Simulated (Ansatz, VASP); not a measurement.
# Pt (Pt(310)) in two plane-wave programs

One calculation is typed for both programs; each brings its own data sets. How far apart do they land? Of the first pair: The structure shown is the start of the Ansatz relaxation below; VASP solves that cell, so the two are compared at the walk's first step.

Main program and level: Ansatz 0.2.0; plane waves, with VASP 6.6.1 beside it; PBEsol.

**1. Set-up**

The cell holds 15 atoms: 15 Pt. Cell: a = 3.920 Å, b = 6.198 Å, c = 25.677 Å, α = 90.0°, β = 90.0°, γ = 90.0°. Vacuum lies along c.

**2. Ansatz: relaxation, PBEsol**

Ansatz runs on its default PAW (the set named soft_2) files.

The two programs are compared at the cell with which this relaxation starts, whose forces are those of its first step.

input.yaml

```yaml
crystal:
  lattice:
    - [3.92, 0.0, 0.0]
    - [0.0, 6.19806421, 0.0]
    - [0.0, 0.0, 25.6772898995]
  atoms:
    - { symbol: Pt, position: [0.5, 0.9, 0.3310318197] }
    - { symbol: Pt, position: [0.0, 0.2, 0.3551701312] }
    - { symbol: Pt, position: [0.5, 0.5, 0.3793084426] }
    - { symbol: Pt, position: [0.0, 0.8, 0.4034467541] }
    - { symbol: Pt, position: [0.5, 0.1, 0.4275850656] }
    - { symbol: Pt, position: [0.0, 0.4, 0.4517233771] }
    - { symbol: Pt, position: [0.5, 0.7, 0.4758616885] }
    - { symbol: Pt, position: [0.0, 0.0, 0.5] }
    - { symbol: Pt, position: [0.5, 0.3, 0.5241383115] }
    - { symbol: Pt, position: [0.0, 0.6, 0.5482766229] }
    - { symbol: Pt, position: [0.5, 0.9, 0.5724149344] }
    - { symbol: Pt, position: [0.0, 0.2, 0.5965532459] }
    - { symbol: Pt, position: [0.5, 0.5, 0.6206915574] }
    - { symbol: Pt, position: [0.0, 0.8, 0.6448298688] }
    - { symbol: Pt, position: [0.5, 0.1, 0.6689681803] }
kpoints:
  mp_grid: { grid: [7, 5, 1] }
hamiltonian:
  xc: pbesol
scf:
  occupations: { method: fermi_dirac, width: 0.1 }
  convergence: { dr2_threshold: 1.0e-08 }
efield:
  axis: 3
  dipole_correction: true
  ramp_position: 0.97
  ramp_width: 0.06
relax:
  f_tol: 0.015
  max_steps: 90
  constraints: [{ sites: [0, 1, 2, 3, 4] }]
output:
  write_potential: true
  write_density: true
  volumetric_format: npy
```

On the command line:

```bash
$ ansatz run input.yaml --threads 4 --pin off --max-ram 6144MiB --backend cpu --events-out ev --progress --plain --runs-dir out
```

Numbers of over 12 decimals in the logs are rounded to 6 here.

Output:

```text
Engine: ansatz 0.2.0, x86_64-unknown-linux-gnu
Pseudopotentials: kind: paw
Pseudopotential: Pt, paw, valence charge 18, recommended cutoff 420 eV (normal), Pt.paw.azcp
Functional definition: PBEsol
  exchange = pbesol_x
  correlation = pbesol_c
Crystal: 15 atoms, lattice volume = 623.866 Å³
Basis set: ecut = 420 eV, 12261 PW (Γ), exchange–correlation on 54×90×360 points (8 copies of the dense FFT grid, shifted against one another)
Bands: 162, of which v1, the nominal top of the filled ones, is band 135 counted from 1 (134 counted from 0)
Symmetry: 2 space group operations
k-points: 12 of 35 (time reversal used)
Non-local potential: Pt, projectors of the file, l = 0: 3, l = 1: 2, l = 2: 2, l = 3: 1
PAW form: soft (Blöchl's): semilocal exchange-correlation on the pseudo side does not see the compensation charge
PAW frozen core: Pt, regenerated for the run's functional, and the local potential with it (the file was generated under x = pbe(κ = 0.804, μ = 0.219515), c = pbe(β = 0.066725))
PAW one-centre angular grid: Pt, 590 points (default); XC on 64 Gauss nodes
Initial density: superposition of atomic densities (neutral atoms: chi_scale 0, normalization atom), corrected by the library's trained network
Initial wavefunctions: pseudopotential atomic-orbital guess
Functional: x = pbesol(κ = 0.804, μ = 0.123457), c = pbesol(β = 0.046)
SCF iter   1: F=—  HF=-185750.288940 eV  |F-HF|=—  |Δ(HF+E_count)|=         —  Δρ=1.10e-2  dr2=5.40e0  ethr=1.77e-3  p=0.000 e·Å  D=3.33e-13 V/Å  ΔV_dip=-0.00 eV  dr2_dipole=5.18e-6  V_vac-E_F(+/−)=5.02/5.02 eV  ⟨swp⟩=7.3  Hψ=8040  notcnv=0  defer=72
efield: sawtooth ramp at fractional position 0.9700 (set: `efield.ramp_position`, or a place that a band, a saddle search or an elastic batch's reference lends), width 0.0600; the density the first Hamiltonian is built on has a dipole p = 0.000 e·Å; the dipole correction subtracts the counter field D = 3.33e-13 V/Å, which shifts the + side's vacuum level by -0.00 eV against the − side's; the planar-averaged density in the ramp window peaks in size at 7.3e-6 e/Å³
preconditioner: auto → LDOS  [metal: Δε(μ)=0.003 eV  Ē_g=7.080 eV  σ=0.100 eV  W_gap=0.01  n_scr=148 (ndim 8)  ℏωp=18.2 eV  f_vac=0.574  D(μ)=26.54/eV (n_scr^D=236)  β→1.0]
SCF iter   2: F=—  HF=-185750.150021 eV  |F-HF|=—  |Δ(HF+E_count)|=   1.39e-1  Δρ=5.14e-3  dr2=4.59e-1  ethr=1.77e-3  p=0.000 e·Å  D=1.22e-5 V/Å  ΔV_dip=-0.00 eV  dr2_dipole=5.26e-6  V_vac-E_F(+/−)=5.40/5.40 eV  ⟨swp⟩=2.0  Hψ=2363  notcnv=0  defer=127
SCF iter   3: F=—  HF=-185750.132482 eV  |F-HF|=—  |Δ(HF+E_count)|=   1.75e-2  Δρ=2.52e-3  dr2=1.41e-1  ethr=1.70e-4  p=0.000 e·Å  D=3.26e-7 V/Å  ΔV_dip=-0.00 eV  dr2_dipole=9.02e-8  V_vac-E_F(+/−)=5.37/5.37 eV  ⟨swp⟩=2.0  Hψ=2805  notcnv=0  defer=129
SCF iter   4: F=—  HF=-185750.120225 eV  |F-HF|=—  |Δ(HF+E_count)|=   1.23e-2  Δρ=6.04e-4  dr2=3.90e-3  ethr=5.21e-5  p=-0.000 e·Å  D=-3.21e-7 V/Å  ΔV_dip=0.00 eV  dr2_dipole=1.23e-8  V_vac-E_F(+/−)=5.43/5.43 eV  ⟨swp⟩=2.0  Hψ=2614  notcnv=0  defer=129
SCF iter   5: F=—  HF=-185750.119964 eV  |F-HF|=—  |Δ(HF+E_count)|=   2.61e-4  Δρ=2.94e-4  dr2=1.57e-3  ethr=1.44e-6  p=0.000 e·Å  D=2.42e-9 V/Å  ΔV_dip=-0.00 eV  dr2_dipole=6.67e-10  V_vac-E_F(+/−)=5.42/5.42 eV  ⟨swp⟩=3.2  Hψ=3346  notcnv=0  defer=129
SCF iter   6: F=—  HF=-185750.119880 eV  |F-HF|=—  |Δ(HF+E_count)|=   8.46e-5  Δρ=1.57e-4  dr2=3.52e-4  ethr=5.82e-7  p=-0.000 e·Å  D=-5.01e-8 V/Å  ΔV_dip=0.00 eV  dr2_dipole=6.15e-10  V_vac-E_F(+/−)=5.42/5.42 eV  ⟨swp⟩=1.8  Hψ=2361  notcnv=0  defer=129
SCF iter   7: F=—  HF=-185750.119843 eV  |F-HF|=—  |Δ(HF+E_count)|=   3.64e-5  Δρ=5.90e-5  dr2=4.64e-5  ethr=1.30e-7  p=-0.000 e·Å  D=-4.09e-8 V/Å  ΔV_dip=0.00 eV  dr2_dipole=2.39e-10  V_vac-E_F(+/−)=5.42/5.42 eV  ⟨swp⟩=1.6  Hψ=2158  notcnv=0  defer=129
SCF iter   8: F=—  HF=-185750.119845 eV  |F-HF|=—  |Δ(HF+E_count)|=   1.95e-6  Δρ=1.77e-5  dr2=3.68e-6  ethr=1.72e-8  p=0.000 e·Å  D=6.18e-9 V/Å  ΔV_dip=-0.00 eV  dr2_dipole=1.39e-12  V_vac-E_F(+/−)=5.42/5.42 eV  ⟨swp⟩=2.1  Hψ=2765  notcnv=0  defer=129
SCF iter   9: F=—  HF=-185750.118737 eV  |F-HF|=—  |Δ(HF+E_count)|=   1.11e-3  Δρ=8.19e-6  dr2=1.14e-6  ethr=1.36e-9  p=0.000 e·Å  D=7.80e-9 V/Å  ΔV_dip=-0.00 eV  dr2_dipole=7.82e-14  V_vac-E_F(+/−)=5.42/5.42 eV  ⟨swp⟩=2.0  Hψ=2785  notcnv=0  defer=128
SCF iter  10: F=—  HF=-185750.118737 eV  |F-HF|=—  |Δ(HF+E_count)|=   2.20e-7  Δρ=4.35e-6  dr2=2.84e-7  ethr=4.21e-10  p=0.000 e·Å  D=3.74e-9 V/Å  ΔV_dip=-0.00 eV  dr2_dipole=5.54e-13  V_vac-E_F(+/−)=5.42/5.42 eV  ⟨swp⟩=2.1  Hψ=2700  notcnv=0  defer=128
SCF iter  11: F=—  HF=-185750.118737 eV  |F-HF|=—  |Δ(HF+E_count)|=   5.91e-8  Δρ=1.55e-6  dr2=2.76e-8  ethr=1.05e-10  p=0.000 e·Å  D=2.05e-9 V/Å  ΔV_dip=-0.00 eV  dr2_dipole=5.12e-14  V_vac-E_F(+/−)=5.42/5.42 eV  ⟨swp⟩=2.1  Hψ=2673  notcnv=0  defer=128
[...]
E_aug_tail   = 0.002794  (compensation charges beyond the density's cutoff)
  E_efield     = 0.000012  (sawtooth field / dipole correction)
  E_vefield    = -0.020754  (∫n·V_field dr)
  E_ewald      = 200267.921380
  E_core_change = 4.304718  (= ΣΔE_core)
  E_smearing   = -0.843063  (= −TS)
  E_closure    = 0.000000  (closes the sum)
  Σ components = -185750.402029   (vs F -185750.402029, Δ=0.00e0)
--- Forces (eV/Å), atoms counted from 1 ---
  atom   1  Pt     0.00000000     0.39256409     1.50090030
  atom   2  Pt     0.00000000    -0.23976066     0.30038423
  atom   3  Pt     0.00000000    -0.24030107    -0.50757074
  atom   4  Pt     0.00000000    -0.27249613    -0.98707713
  atom   5  Pt     0.00000000     0.33935616    -0.32196163
  atom   6  Pt     0.00000000     0.00723752    -0.00443860
  atom   7  Pt     0.00000000     0.00186869     0.00821828
  atom   8  Pt     0.00000000    -0.00129263    -0.01468851
  atom   9  Pt     0.00000000    -0.00305645     0.00835292
  atom  10  Pt     0.00000000     0.00303376     0.00289213
  atom  11  Pt     0.00000000    -0.00010316    -0.00227404
  atom  12  Pt     0.00000000     0.01007014     0.00121736
  atom  13  Pt     0.00000000    -0.00495411     0.00884947
  atom  14  Pt     0.00000000     0.00174764     0.00186830
  atom  15  Pt     0.00000000     0.00610207     0.00534287
  max |Σ_I F_I| component: 1.59e-5 eV/Å
--- Band table (eV; the first three rows and the last of 12) ---
  k-point 0: bands = [... 131 lower, 4.6684, 4.7349, 4.7641, 4.7986, 5.0791, 5.1063, 5.1198, 5.3071, ... 23 higher]
  k-point 1: bands = [... 131 lower, 4.6464, 4.7010, 4.8651, 4.9427, 5.0496, 5.0948, 5.1087, 5.2886, ... 23 higher]
  k-point 2: bands = [... 131 lower, 4.7883, 4.8394, 4.8819, 5.0287, 5.0297, 5.2054, 5.2519, 5.2897, ... 23 higher]
  k-point 11: bands = [... 131 lower, 4.7190, 4.7463, 4.7942, 4.8409, 4.8689, 5.0118, 5.1758, 5.3448, ... 23 higher]
--- Relaxed structure (5 steps of the walk, 4 accepted, 0 SCFs on fresh bases) ---
  F+E_penalty+E_count = -185750.40202921 eV   max|allowed force component| = 1.469e-2 eV/Å
  atoms:
    - { symbol: Pt, position: [0.5, 0.900000, 0.331032] }
    - { symbol: Pt, position: [0.0, 0.200000, 0.355170] }
    - { symbol: Pt, position: [0.5, 0.500000, 0.379308] }
    - { symbol: Pt, position: [0.0, 0.800000, 0.403447] }
    - { symbol: Pt, position: [0.5, 0.100000, 0.427585] }
    - { symbol: Pt, position: [0.0, 0.403338, 0.450672] }
    - { symbol: Pt, position: [0.5, 0.704705, 0.474940] }
    - { symbol: Pt, position: [0.0, 0.00874037, 0.500086] }
    - { symbol: Pt, position: [0.5, 0.303697, 0.524199] }
    - { symbol: Pt, position: [0.0, 0.600563, 0.546286] }
    - { symbol: Pt, position: [0.5, 0.901800, 0.568837] }
    - { symbol: Pt, position: [0.0, 0.225932, 0.599088] }
    - { symbol: Pt, position: [0.5, 0.517764, 0.622487] }
    - { symbol: Pt, position: [0.0, 0.812108, 0.639759] }
    - { symbol: Pt, position: [0.5, 0.098119, 0.660043] }
```

Reading the cycles: dr2 is the Hartree energy of the density residual (eV), the measure of convergence; HF is the Harris–Foulkes estimate of the energy, which meets the free energy F at convergence.

**3. VASP: single point, PBEsol, start cell, pair 1**

The same cell, functional, mesh and smearing now go to VASP, with its own data sets.

Lines of VASP's logs that name or quote its potential files are left out, and so is its time.

INCAR

```
SYSTEM = Pt
PREC = Accurate
ENCUT = 400
EDIFF = 1E-06
NELM = 120
ISMEAR = -1
SIGMA = 0.1
LREAL = .FALSE.
ALGO = Normal
GGA = PS
NBANDS = 93
LASPH = .TRUE.
LORBIT = 11
LWAVE = .FALSE.
LCHARG = .FALSE.
ISIF = 2
LDIPOL = .TRUE.
IDIPOL = 3
DIPOL = 0.5 0.5 0.5
LVHAR = .TRUE.
GGA_COMPAT = .FALSE.
NELMDL = -8
KPAR = 4
```

POSCAR

```
Pt
1.0
    3.9200000000      0.0000000000      0.0000000000
    0.0000000000      6.1980642100      0.0000000000
    0.0000000000      0.0000000000     25.6772898995
Pt
15
Direct
    0.5000000000      0.9000000340      0.3310318197
    0.0000000000      0.2000000255      0.3551701342
    0.5000000000      0.4999999830      0.3793084488
    0.0000000000      0.7999999406      0.4034467438
    0.5000000000      0.0999999321      0.4275850778
    0.0000000000      0.3999999703      0.4517233729
    0.5000000000      0.7000000086      0.4758617069
    0.0000000000      0.9999999830      0.5000000020
    0.5000000000      0.2999999576      0.5241382970
    0.0000000000      0.5999999958      0.5482766310
    0.5000000000      0.9000000340      0.5724149261
    0.0000000000      0.2000000255      0.5965532601
    0.5000000000      0.4999999830      0.6206915552
    0.0000000000      0.7999999406      0.6448298697
    0.5000000000      0.0999999321      0.6689681842
```

KPOINTS

```
Automatic mesh
0
Gamma
7 5 1
0 0 0
```

Potentials, in the order of the species: Pt (PBE family, release 64).

On the command line:

```bash
$ mpirun -np 4 vasp_std
```

Output:

```text
[banner, memory and clock lines left out]
running    4 mpi-ranks, on    1 nodes
 distrk:  each k-point on    1 cores,    4 groups
 distr:  one band on    1 cores,    1 groups

 POSCAR found type information on POSCAR Pt
 POSCAR found :  1 types and      15 ions
|                                                                             |
|               ----> ADVICE to this user running VASP <----                  |
|                                                                             |
|     You enforced a specific xc type in the INCAR file but a different       |
|     [... a line on the potential file left out ...]
|     I HOPE YOU KNOW WHAT YOU ARE DOING!                                     |
|                                                                             |

 LDA part: xc-table for (Slater+PW92), standard interpolation
 POSCAR, INCAR and KPOINTS ok, starting setup
 FFT: planning ... GRIDC
 FFT: planning ... GRID_SOFT
 FFT: planning ... GRID
 WAVECAR not read
 entering main loop
       N       E                     dE             d eps       ncg     rms          rms(c)
DAV:   1     0.904607341065E+03    0.90461E+03   -0.58022E+04  2256   0.112E+03
DAV:   2    -0.408260756426E+02   -0.94543E+03   -0.87462E+03  2728   0.258E+02
DAV:   3    -0.101991169529E+03   -0.61165E+02   -0.55922E+02  2600   0.614E+01
DAV:   4    -0.104072927290E+03   -0.20818E+01   -0.20365E+01  2902   0.111E+01
DAV:   5    -0.104122699899E+03   -0.49773E-01   -0.49647E-01  2710   0.173E+00
DAV:   6    -0.104125015546E+03   -0.23156E-02   -0.23149E-02  2977   0.345E-01
DAV:   7    -0.104125093736E+03   -0.78189E-04   -0.78170E-04  2755   0.609E-02
DAV:   8    -0.104125097232E+03   -0.34961E-05   -0.34957E-05  2673   0.120E-02    0.436E+01
DAV:   9    -0.104424962860E+03   -0.29987E+00   -0.29691E+01  2467   0.266E+01    0.403E+01
DAV:  10    -0.110038766396E+03   -0.56138E+01   -0.53280E+01  2537   0.435E+01    0.296E+01
DAV:  11    -0.104233542560E+03    0.58052E+01   -0.20942E+01  2383   0.262E+01    0.190E+01
DAV:  12    -0.988941120104E+02    0.53394E+01   -0.11612E+01  2301   0.200E+01    0.104E+01
DAV:  13    -0.974519217282E+02    0.14422E+01   -0.47441E+00  2385   0.130E+01    0.610E+00
DAV:  14    -0.974162907240E+02    0.35631E-01   -0.11538E+00  2348   0.636E+00    0.432E+00
[...]
DAV:  29    -0.973118048110E+02   -0.25327E-04   -0.19287E-06  1719   0.364E-03    0.391E-03
DAV:  30    -0.973118162121E+02   -0.11401E-04   -0.83835E-07  1620   0.372E-03    0.169E-03
DAV:  31    -0.973118203821E+02   -0.41700E-05   -0.22045E-07  1471   0.157E-03    0.119E-03
DAV:  32    -0.973118241544E+02   -0.37724E-05   -0.18151E-07  1545   0.745E-04    0.763E-04
DAV:  33    -0.973118277542E+02   -0.35998E-05   -0.14399E-07  1482   0.824E-04    0.643E-04
DAV:  34    -0.973118308686E+02   -0.31145E-05   -0.68306E-08  1390   0.608E-04    0.364E-04
DAV:  35    -0.973118326579E+02   -0.17892E-05   -0.62381E-08  1479   0.363E-04    0.357E-04
DAV:  36    -0.973118335042E+02   -0.84637E-06   -0.34841E-08  1450   0.332E-04
   1 F= -.97311834E+02 E0= -.96870177E+02  d E =-.883313E+00
```

Parts of OUTCAR (step 3):

```text
ion  position               nearest neighbor table
   1  0.500  0.900  0.331-   4 2.77   4 2.77   2 2.77   2 2.77   5 2.77   3 2.77
   2  0.000  0.200  0.355-   6 2.77   3 2.77   3 2.77   1 2.77   1 2.77   5 2.77   5 2.77   4 2.77

  LATTYP: Found a simple orthorhombic cell.
 ALAT       =     3.9200000000
 B/A-ratio  =     1.5811388291
 C/A-ratio  =     6.5503290560

 Subroutine GETGRP returns: Found  4 space group operations
 (whereof  4 operations were pure point group operations)

The static configuration has the point symmetry C_2h.

 Found     12 irreducible k-points:

   k-points           NKPTS =     12   k-points in BZ     NKDIM =     12   number of bands    NBANDS=     93

   dimension x,y,z NGX =    28 NGY =   40 NGZ =  168
   dimension x,y,z NGXF=    56 NGYF=   80 NGZF=  336

   ENCUT  =  400.0 eV  29.40 Ry    5.42 a.u.   6.39 10.11 41.87*2*pi/ulx,y,z

   NELECT =     150.0000    total number of electrons

 k-points in reciprocal lattice and weights: Automatic mesh
   0.00000000  0.00000000  0.00000000       0.029
   0.14285714  0.00000000  0.00000000       0.057
   0.28571429  0.00000000  0.00000000       0.057
   0.42857143  0.00000000  0.00000000       0.057
   0.00000000  0.20000000  0.00000000       0.057
   0.14285714  0.20000000  0.00000000       0.114
   0.28571429  0.20000000  0.00000000       0.114
   0.42857143  0.20000000  0.00000000       0.114
   0.00000000  0.40000000  0.00000000       0.057
   0.14285714  0.40000000  0.00000000       0.114
   0.28571429  0.40000000  0.00000000       0.114
   0.42857143  0.40000000  0.00000000       0.114

 dipolmoment           0.000000      0.000000     -0.000005 electrons x Angstroem

 average (electrostatic) potential at core
       1 -72.3745       2 -72.7735       3 -72.9825       4 -73.2737       5 -73.4262
       6 -73.4152       7 -73.4918       8 -73.4334       9 -73.4918      10 -73.4152
      11 -73.4262      12 -73.2737      13 -72.9825      14 -72.7736      15 -72.3745

 E-fermi :   0.5029

 k-point     1 :       0.0000    0.0000    0.0000
  band No.  band energies     occupation
    ...
     71       0.2713      1.82035
     72       0.2972      1.77326
     73       0.3131      1.73943
     74       0.3719      1.57504
     75       0.4300      1.34942
     76       0.6470      0.38276
     77       0.6869      0.27420
     78       0.7320      0.18380
     79       0.8389      0.06712
     80       1.0660      0.00715
    ...

 k-point     2 :       0.1429    0.0000    0.0000
  band No.  band energies     occupation
    ...
     72       0.4222      1.38291
     73       0.5165      0.93193
     74       0.5457      0.78907
     75       0.5731      0.66281
     76       0.5905      0.58821
     77       0.6953      0.25493
     78       0.7927      0.10448
     79       0.8063      0.09188
     80       0.9429      0.02425
     81       1.0131      0.01210
    ...

 k-point     3 :       0.2857    0.0000    0.0000
  band No.  band energies     occupation
    ...
     74       0.3881      1.51843
     75       0.4988      1.02074
     76       0.5149      0.94033
     77       0.5869      0.60333
     78       0.6061      0.52560
     79       0.7020      0.24037
     80       1.3118      0.00061
     81       1.5880      0.00004
     82       1.5996      0.00003
     83       2.2932      0.00000
    ...

  Total      -15.9186437    -16.7668067     -8.5902534      0.0000000      0.4685737      0.0000000
  in kB      -40.8813588    -43.0595629    -22.0610020      0.0000000      1.2033645      0.0000000
  external PRESSURE =     -35.3339746 kB  Pullay stress =       0.0000000 kB

  energy-cutoff  :      400.00
  volume of cell :      623.87
      direct lattice vectors                 reciprocal lattice vectors
     3.920000000  0.000000000  0.000000000     0.255102041  0.000000000  0.000000000
     0.000000000  6.198064210  0.000000000     0.000000000  0.161340697  0.000000000
     0.000000000  0.000000000 25.677289899     0.000000000  0.000000000  0.038944920

 POSITION                                       TOTAL-FORCE (eV/Angst)
 -----------------------------------------------------------------------------------
      1.96000      5.57826      8.50000         0.000000      0.398566      1.531356
      0.00000      1.23961      9.11981         0.000000     -0.220910      0.356814
      1.96000      3.09903      9.73961         0.000000     -0.259459     -0.375687
      0.00000      4.95845     10.35942         0.000000     -0.395507     -0.855594
      1.96000      0.61981     10.97923         0.000000      0.191504     -0.238182
      0.00000      2.47923     11.59903         0.000000      0.152042     -0.052463
      1.96000      4.33865     12.21884         0.000000      0.155278      0.045726
      0.00000      6.19806     12.83865         0.000000     -0.000000      0.000000
      1.96000      1.85942     13.45845         0.000000     -0.155278     -0.045726
      0.00000      3.71884     14.07826         0.000000     -0.152042      0.052463
      1.96000      5.57826     14.69806         0.000000     -0.191504      0.238182
      0.00000      1.23961     15.31787        -0.000000      0.395507      0.855594
      1.96000      3.09903     15.93768         0.000000      0.259459      0.375687
      0.00000      4.95845     16.55748        -0.000000      0.220910     -0.356814
      1.96000      0.61981     17.17729         0.000000     -0.398566     -1.531356
 -----------------------------------------------------------------------------------
    total drift:                                0.000000      0.000348     -0.000741

  FREE ENERGIE OF THE ION-ELECTRON SYSTEM (eV)
  ---------------------------------------------------
  free  energy   TOTEN  =       -97.3118335042 eV

  energy  without entropy=      -96.4285200622  energy(sigma->0) =      -96.87017678

 vacuum level on the upper side and lower side of the slab         5.925         5.925

 total charge
# of ion       s       p       d       tot
------------------------------------------
    1        0.594   0.288   8.086   8.968
    2        0.615   0.420   8.014   9.049
    3        0.629   0.481   7.994   9.103
    4        0.627   0.568   8.005   9.200
    5        0.629   0.606   8.018   9.253
    6        0.632   0.608   8.026   9.267
    7        0.634   0.615   8.020   9.270
    8        0.632   0.614   8.032   9.277
    9        0.634   0.615   8.020   9.270
   10        0.632   0.608   8.026   9.267
   11        0.629   0.606   8.018   9.253
   12        0.627   0.568   8.005   9.200
   13        0.629   0.481   7.994   9.103
   14        0.615   0.420   8.014   9.049
   15        0.594   0.288   8.086   8.968
--------------------------------------------------
tot          9.353   7.787 120.358 137.498

[... 3 further parts left out ...]
```

(Continued in part 2 of 2.)

[Lines on the potential files, build, host, timing and source positions are cut from VASP's logs without a mark.]

[Logs are printed without paths, hosts, clocks, repeated set-up lines and the standing remarks that a program may print on its own settings, such as how far it seeks lower states.]

[Hosts, paths, dates, database ids (printed as entryN), source tags and the programs' standing remarks are cut or masked in the printed files.]
